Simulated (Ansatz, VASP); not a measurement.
# Si2Mo: VASP beside Ansatz

Aim: how closely do two programs agree when they are given the same cell, functional and k mesh? The cell is taken from a series of runs on this material, whose earlier steps may have relaxed, scaled, displaced or heated it; both programs get it as it stands.

Program: Ansatz 0.2.0. Level of theory: plane waves, with VASP 6.6.1 beside it; zone-centre phonons at PBEsol. Results are calculated unless marked as measured.

### Step 1. Starting point

It takes space group I4/mmm (No. 139, tetragonal). Conventional cell: a = 3.213 Å, b = 3.213 Å, c = 7.866 Å, α = 90.00°, β = 90.00°, γ = 90.00°. Nearest to Si lie 5 Si at 2.59 to 2.64 Å and 5 Mo at 2.61 to 2.64 Å. Mo has 10 Si at 2.61 to 2.64 Å nearest. Farther neighbours are not listed.

### Step 2. VASP: zone-centre phonons, PBEsol

Second derivatives magnify differences that forces hide, and they need a tight electronic threshold.

Lines of VASP's logs that name or quote its potential files are left out, and so is its time.

INCAR reads:

```
SYSTEM = Si2Mo
PREC = Accurate
ENCUT = 500
EDIFF = 1E-08
NELM = 120
ISMEAR = 1
SIGMA = 0.2
LREAL = .FALSE.
ALGO = Normal
GGA = PS
NBANDS = 17
LASPH = .TRUE.
LORBIT = 11
LWAVE = .FALSE.
LCHARG = .FALSE.
ISIF = 2
IBRION = 8
GGA_COMPAT = .FALSE.
KPAR = 2
```

POSCAR reads:

```
Si2Mo
1.0
   -1.6065058429      1.6065058429      3.9327838769
    1.6065058429     -1.6065058429      3.9327838769
    1.6065058429      1.6065058429     -3.9327838769
Si Mo
2 1
Direct
    0.3354016996      0.3354016996      0.0000000000
    0.6645983004      0.6645983004      0.0000000000
    0.0000000000      0.0000000000      0.0000000000
```

KPOINTS reads:

```
Automatic mesh
0
Gamma
20 20 20
0 0 0
```

The projector-augmented-wave data sets are Si and Mo_sv (PBE family, release 64).

Launch:

```bash
$ mpirun -np 2 vasp_std
```

Numbers of over 12 decimals in the logs are rounded to 6 here.

What it wrote:

```text
[banner, memory and clock lines left out]
running    2 mpi-ranks, on    1 nodes
 distrk:  each k-point on    1 cores,    2 groups
 distr:  one band on    1 cores,    1 groups

 POSCAR found type information on POSCAR SiMo
 POSCAR found :  2 types and       3 ions
|                                                                             |
|               ----> ADVICE to this user running VASP <----                  |
|                                                                             |
|     You enforced a specific xc type in the INCAR file but a different       |
|     [... a line on the potential file left out ...]
|     I HOPE YOU KNOW WHAT YOU ARE DOING!                                     |
|                                                                             |

 LDA part: xc-table for (Slater+PW92), standard interpolation
 POSCAR, INCAR and KPOINTS ok, starting setup
 FFT: planning ... GRIDC
 FFT: planning ... GRID_SOFT
 FFT: planning ... GRID
 WAVECAR not read
 entering main loop
       N       E                     dE             d eps       ncg     rms          rms(c)
DAV:   1     0.114966767352E+03    0.11497E+03   -0.11110E+04 21858   0.119E+03
DAV:   2    -0.233001650588E+02   -0.13827E+03   -0.13591E+03 26912   0.304E+02
DAV:   3    -0.260406472534E+02   -0.27405E+01   -0.27131E+01 27350   0.386E+01
DAV:   4    -0.260549523256E+02   -0.14305E-01   -0.14296E-01 26854   0.312E+00
DAV:   5    -0.260550487709E+02   -0.96445E-04   -0.96438E-04 27252   0.258E-01    0.221E+01
DAV:   6    -0.252520714259E+02    0.80298E+00   -0.65326E+00 23463   0.167E+01    0.472E+00
DAV:   7    -0.251132651876E+02    0.13881E+00   -0.98470E-01 22986   0.603E+00    0.452E+00
DAV:   8    -0.250718214684E+02    0.41444E-01   -0.11711E-01 23703   0.254E+00    0.441E-01
DAV:   9    -0.250707496486E+02    0.10718E-02   -0.22547E-03 27579   0.380E-01    0.243E-01
DAV:  10    -0.250706411859E+02    0.10846E-03   -0.60134E-04 24414   0.214E-01    0.597E-02
DAV:  11    -0.250706272728E+02    0.13913E-04   -0.21038E-04 23741   0.109E-01    0.431E-02
DAV:  12    -0.250706231994E+02    0.40734E-05   -0.25663E-05 23414   0.365E-02    0.829E-03
DAV:  13    -0.250706229180E+02    0.28138E-06   -0.54431E-07 24908   0.641E-03    0.189E-03
DAV:  14    -0.250706228007E+02    0.11736E-06   -0.53352E-08 23672   0.140E-03    0.785E-04
DAV:  15    -0.250706227760E+02    0.24663E-07   -0.16477E-09 11905   0.318E-04    0.743E-04
DAV:  16    -0.250706227844E+02   -0.83423E-08   -0.19578E-10 11700   0.106E-04
   1 F= -.25070623E+02 E0= -.25070879E+02  d E =0.769640E-03
 Linear response reoptimize wavefunctions to high precision
DAV:   1    -0.250706227844E+02   -0.34561E-10   -0.22542E-11 11867   0.390E-05
 Linear response DOF=           4
 Linear response progress:
  Degree of freedom:   1/  4
       N       E                     dE             d eps       ncg     rms          rms(c)
RMM:   1    -0.204587332274E-01   -0.20459E-01   -0.13859E-02177959   0.872E-01
RMM:   2    -0.162249310983E-01    0.42338E-02   -0.13324E-03114849   0.224E-01    0.868E-02
RMM:   3    -0.163024323259E-01   -0.77501E-04   -0.15754E-04114897   0.620E-02    0.467E-02
RMM:   4    -0.164481227934E-01   -0.14569E-03   -0.96538E-05119185   0.462E-02    0.977E-03
RMM:   5    -0.164328977092E-01    0.15225E-04    0.16284E-07121686   0.120E-02    0.171E-03
RMM:   6    -0.164355986473E-01   -0.27009E-05   -0.37997E-07122768   0.247E-03    0.619E-04
RMM:   7    -0.164338061503E-01    0.17925E-05    0.34807E-08127825   0.741E-04    0.144E-04
RMM:   8    -0.164343644441E-01   -0.55829E-06   -0.15657E-08128921   0.188E-04    0.465E-05
RMM:   9    -0.164344310660E-01   -0.66622E-07    0.11353E-08127023   0.577E-05    0.184E-05
RMM:  10    -0.164344381189E-01   -0.70528E-08    0.94635E-09127649   0.339E-05    0.487E-06
 first order change of Fermi-energy   0.18337E-04
 force on displaced ion       1 direction 1 :  -7.660  -0.000   0.000
 Linear response progress:
  Degree of freedom:   2/  4
       N       E                     dE             d eps       ncg     rms          rms(c)
RMM:   1    -0.291697914924E-01   -0.29170E-01   -0.51540E-03 53537   0.109E+00
RMM:   2    -0.221964529635E-01    0.69733E-02   -0.23136E-03 36468   0.289E-01    0.139E-01
RMM:   3    -0.222008749195E-01   -0.44220E-05   -0.53685E-04 33988   0.113E-01    0.103E-01
RMM:   4    -0.222524636399E-01   -0.51589E-04   -0.90145E-05 34874   0.587E-02    0.380E-02
RMM:   5    -0.223007703796E-01   -0.48307E-04   -0.15679E-05 37274   0.230E-02    0.150E-02
RMM:   6    -0.223023661647E-01   -0.15958E-05   -0.17475E-06 36956   0.806E-03    0.248E-03
RMM:   7    -0.223020227643E-01    0.34340E-06   -0.28811E-08 37489   0.217E-03    0.593E-04
RMM:   8    -0.223009187223E-01    0.11040E-05   -0.76903E-08 36865   0.822E-04    0.298E-04
RMM:   9    -0.223014627793E-01   -0.54406E-06    0.34097E-09 37505   0.302E-04    0.424E-05
RMM:  10    -0.223015737255E-01   -0.11095E-06    0.97298E-10 39928   0.111E-04    0.178E-05
RMM:  11    -0.223015895342E-01   -0.15809E-07   -0.78522E-09 38506   0.375E-05    0.298E-06
RMM:  12    -0.223015841883E-01    0.53459E-08   -0.27843E-09 41100   0.215E-05    0.158E-06
 first order change of Fermi-energy  -0.18138E+00
 force on displaced ion       1 direction 3 :  -0.000  -0.000 -12.480
 Linear response progress:
  Degree of freedom:   3/  4
       N       E                     dE             d eps       ncg     rms          rms(c)
RMM:   1    -0.782821307659E+00   -0.78282E+00    0.42163E+00 42889   0.219E+01
RMM:   2    -0.584959268853E+00    0.19786E+00   -0.28636E-01 60491   0.368E+00    0.160E-01
RMM:   3    -0.584552267194E+00    0.40700E-03   -0.45798E-03 77672   0.482E-01    0.885E-02
RMM:   4    -0.583589222450E+00    0.96304E-03   -0.40272E-04 84060   0.148E-01    0.249E-02
RMM:   5    -0.583458054203E+00    0.13117E-03   -0.44739E-05 90960   0.402E-02    0.929E-03
RMM:   6    -0.583470667504E+00   -0.12613E-04   -0.56255E-06 81372   0.134E-02    0.121E-03
RMM:   7    -0.583472136632E+00   -0.14691E-05   -0.10279E-06 92025   0.459E-03    0.593E-04
RMM:   8    -0.583475135158E+00   -0.29985E-05   -0.32498E-07 86416   0.159E-03    0.276E-04
RMM:   9    -0.583479268938E+00   -0.41338E-05   -0.72801E-08 84775   0.856E-04    0.346E-05
RMM:  10    -0.583479353894E+00   -0.84956E-07   -0.43657E-08 90751   0.408E-04    0.177E-05
RMM:  11    -0.583479702312E+00   -0.34842E-06   -0.12905E-08 88538   0.241E-04    0.705E-06
RMM:  12    -0.583479838568E+00   -0.13626E-06   -0.79599E-09 91613   0.147E-04    0.249E-06
RMM:  13    -0.583479783595E+00    0.54973E-07   -0.55506E-09 84469   0.103E-04    0.214E-06
RMM:  14    -0.583479782709E+00    0.88599E-09   -0.19693E-08 83913   0.814E-05    0.285E-06
 first order change of Fermi-energy  -0.10526E-02
 force on displaced ion       3 direction 1 :  -9.355  -0.000   0.000
 Linear response progress:
  Degree of freedom:   4/  4
       N       E                     dE             d eps       ncg     rms          rms(c)
RMM:   1    -0.820647931393E+00   -0.82065E+00    0.46739E+00 23236   0.224E+01
RMM:   2    -0.625261385861E+00    0.19539E+00   -0.29608E-01 33189   0.372E+00    0.173E-01
RMM:   3    -0.624374832078E+00    0.88655E-03   -0.45765E-03 41437   0.499E-01    0.889E-02
RMM:   4    -0.623118340391E+00    0.12565E-02   -0.59920E-04 43485   0.173E-01    0.261E-02
RMM:   5    -0.622934599493E+00    0.18374E-03   -0.66345E-05 49238   0.467E-02    0.140E-02
RMM:   6    -0.622827073417E+00    0.10753E-03   -0.83088E-06 49526   0.156E-02    0.368E-03
RMM:   7    -0.622836569898E+00   -0.94965E-05   -0.17087E-06 44969   0.632E-03    0.598E-04
RMM:   8    -0.622839571699E+00   -0.30018E-05   -0.18154E-07 50708   0.219E-03    0.368E-04
RMM:   9    -0.622841504922E+00   -0.19332E-05   -0.39609E-08 48683   0.823E-04    0.228E-04
RMM:  10    -0.622844240733E+00   -0.27358E-05    0.12588E-08 46144   0.520E-04    0.255E-05
RMM:  11    -0.622843890791E+00    0.34994E-06   -0.92943E-09 48071   0.252E-04    0.119E-05
RMM:  12    -0.622843781681E+00    0.10911E-06   -0.13487E-08 49724   0.147E-04    0.496E-06
RMM:  13    -0.622843837801E+00   -0.56120E-07   -0.32164E-09 48521   0.106E-04    0.256E-06
RMM:  14    -0.622843899938E+00   -0.62137E-07   -0.13536E-08 48036   0.850E-05    0.890E-07
RMM:  15    -0.622843944132E+00   -0.44194E-07   -0.23881E-09 48591   0.753E-05    0.989E-07
RMM:  16    -0.622843924263E+00    0.19869E-07   -0.11508E-08 41934   0.682E-05    0.133E-07
RMM:  17    -0.622843923880E+00    0.38333E-09   -0.12927E-08 32949   0.645E-05    0.131E-07
 first order change of Fermi-energy   0.54297E-03
 force on displaced ion       3 direction 3 :  -0.000  -0.000 -12.279
 Linear response finished
```

OUTCAR, selected parts (step 2):

```text
ion  position               nearest neighbor table
   1  0.335  0.335  0.000-   2 2.59   3 2.61   3 2.61   3 2.61   3 2.61   3 2.64   2 2.64   2 2.64
                             2 2.64   2 2.64
   2  0.665  0.665  0.000-   1 2.59   3 2.61   3 2.61   3 2.61   3 2.61   3 2.64   1 2.64   1 2.64
                             1 2.64   1 2.64
   3  0.000  0.000  0.000-   2 2.61   2 2.61   2 2.61   1 2.61   2 2.61   1 2.61   1 2.61   1 2.61
                             1 2.64   2 2.64

  LATTYP: Found a body centered tetragonal cell.
 ALAT       =     3.2130116858
 C/A-ratio  =     2.4480358377

 Subroutine GETGRP returns: Found 16 space group operations
 (whereof 16 operations were pure point group operations)

The static configuration has the point symmetry D_4h.

 Found    641 irreducible k-points:

   k-points           NKPTS =    641   k-points in BZ     NKDIM =    641   number of bands    NBANDS=     17

   dimension x,y,z NGX =    36 NGY =   36 NGZ =   36
   dimension x,y,z NGXF=    72 NGYF=   72 NGZF=   72

   ENCUT  =  500.0 eV  36.75 Ry    6.06 a.u.   8.28  8.28  8.28*2*pi/ulx,y,z

   NELECT =      22.0000    total number of electrons

 k-points in reciprocal lattice and weights: Automatic mesh
   0.00000000  0.00000000  0.00000000       0.000
   0.05000000  0.00000000 -0.00000000       0.001
   0.10000000  0.00000000 -0.00000000       0.001
   0.15000000  0.00000000  0.00000000       0.001
   0.20000000  0.00000000 -0.00000000       0.001
   0.25000000  0.00000000  0.00000000       0.001
   0.30000000  0.00000000  0.00000000       0.001
   0.35000000  0.00000000 -0.00000000       0.001
   0.40000000  0.00000000 -0.00000000       0.001
[...]
-0.45000000 -0.45000000  0.45000000       0.000
   0.50000000  0.50000000  0.50000000       0.000

 average (electrostatic) potential at core
       1 -77.3675       2 -77.3675       3 -69.1156

  Total       -0.9680234     -0.9680234     -0.9683141      0.0000000     -0.0000000     -0.0000000
  in kB      -38.2007372    -38.2007372    -38.2122091      0.0000000     -0.0000000     -0.0000000
  external PRESSURE =     -38.2045611 kB  Pullay stress =       0.0000000 kB

  energy-cutoff  :      500.00
  volume of cell :       40.60
      direct lattice vectors                 reciprocal lattice vectors
    -1.606505843  1.606505843  3.932783877     0.000000000  0.311234473  0.127136404
     1.606505843 -1.606505843  3.932783877     0.311234473  0.000000000  0.127136404
     1.606505843  1.606505843 -3.932783877     0.311234473  0.311234473  0.000000000

 POSITION                                       TOTAL-FORCE (eV/Angst)
 -----------------------------------------------------------------------------------
      0.00000      0.00000      2.63812         0.000000      0.000000     -0.004325
      0.00000      0.00000      5.22744        -0.000000     -0.000000      0.004325
      0.00000      0.00000      0.00000        -0.000000     -0.000000      0.000000
 -----------------------------------------------------------------------------------
    total drift:                                0.000000     -0.000000      0.000000

 Eigenvectors and eigenvalues of the dynamical matrix
 ----------------------------------------------------

   1 f  =   12.797518 THz    80.409179 2PiTHz  426.879263 cm-1    52.926259 meV
             X         Y         Z           dx          dy          dz
      0.000000  0.000000  2.638125    -0.000000   -0.000000   -0.707107
      0.000000  0.000000  5.227443    -0.000000    0.000000    0.707107
      0.000000  0.000000  0.000000     0.000000   -0.000000    0.000000

   2 f  =    9.626453 THz    60.484786 2PiTHz  321.103896 cm-1    39.811791 meV
             X         Y         Z           dx          dy          dz
      0.000000  0.000000  2.638125     0.009708    0.707040   -0.000000
      0.000000  0.000000  5.227443    -0.009708   -0.707040    0.000000
      0.000000  0.000000  0.000000     0.000000    0.000000    0.000000

   3 f  =    9.626453 THz    60.484786 2PiTHz  321.103896 cm-1    39.811791 meV
             X         Y         Z           dx          dy          dz
      0.000000  0.000000  2.638125     0.707040   -0.009708    0.000000
      0.000000  0.000000  5.227443    -0.707040    0.009708   -0.000000
      0.000000  0.000000  0.000000    -0.000000   -0.000000    0.000000

   4 f  =    9.203594 THz    57.827887 2PiTHz  306.998855 cm-1    38.062990 meV
             X         Y         Z           dx          dy          dz
      0.000000  0.000000  2.638125    -0.000000    0.000000   -0.561573
      0.000000  0.000000  5.227443    -0.000000   -0.000000   -0.561573
      0.000000  0.000000  0.000000     0.000000    0.000000    0.607677

   5 f  =    8.029513 THz    50.450919 2PiTHz  267.835730 cm-1    33.207383 meV
             X         Y         Z           dx          dy          dz
      0.000000  0.000000  2.638125    -0.000000    0.561418    0.000000
      0.000000  0.000000  5.227443    -0.000000    0.561418    0.000000
      0.000000  0.000000  0.000000    -0.000000   -0.607963    0.000000

   6 f  =    8.029513 THz    50.450919 2PiTHz  267.835730 cm-1    33.207383 meV
             X         Y         Z           dx          dy          dz
      0.000000  0.000000  2.638125     0.561418    0.000000   -0.000000
      0.000000  0.000000  5.227443     0.561418   -0.000000    0.000000
      0.000000  0.000000  0.000000    -0.607963   -0.000000    0.000000

   7 f/i=    0.000009 THz     0.000058 2PiTHz    0.000310 cm-1     0.000038 meV
             X         Y         Z           dx          dy          dz
      0.000000  0.000000  2.638125    -0.000000    0.000000   -0.429692
      0.000000  0.000000  5.227443    -0.000000   -0.000000   -0.429692
      0.000000  0.000000  0.000000     0.000000    0.000000   -0.794184

   8 f/i=    0.002886 THz     0.018132 2PiTHz    0.096257 cm-1     0.011934 meV
             X         Y         Z           dx          dy          dz
      0.000000  0.000000  2.638125     0.000000    0.429895   -0.000000
      0.000000  0.000000  5.227443     0.000000    0.429895   -0.000000
      0.000000  0.000000  0.000000    -0.000000    0.793965    0.000000

   9 f/i=    0.002886 THz     0.018132 2PiTHz    0.096257 cm-1     0.011934 meV
             X         Y         Z           dx          dy          dz
      0.000000  0.000000  2.638125    -0.429895    0.000000   -0.000000
      0.000000  0.000000  5.227443    -0.429895    0.000000    0.000000
      0.000000  0.000000  0.000000    -0.793965   -0.000000    0.000000

 ELASTIC MODULI CONTR FROM IONIC RELAXATION (kBar)
 Direction    XX          YY          ZZ          XY          YZ          ZX
 --------------------------------------------------------------------------------
 XX         -11.5339    -11.5339    -28.1234      0.0000     -0.0000     -0.0000
 YY         -11.5339    -11.5339    -28.1234      0.0000     -0.0000     -0.0000
 ZZ         -28.1234    -28.1234    -68.5738      0.0000     -0.0000     -0.0000
 XY           0.0000      0.0000      0.0000      0.0000      0.0000      0.0000
 YZ          -0.0000     -0.0000     -0.0000      0.0000    -26.0984     -0.0000
 ZX          -0.0000     -0.0000     -0.0000      0.0000     -0.0000     -8.5698
 --------------------------------------------------------------------------------
```

Energies printed during the response cycles are not total energies of the cell.

[end of part 1 of 2]

[Lines on the potential files, build, host, timing and source positions are cut from VASP's logs without a mark.]

[Logs are printed without paths, hosts, clocks, repeated set-up lines and the standing remarks that a program may print on its own settings, such as how far it seeks lower states.]

[Hosts, paths, dates, database ids (printed as entryN), source tags and the programs' standing remarks are cut or masked in the printed files.]
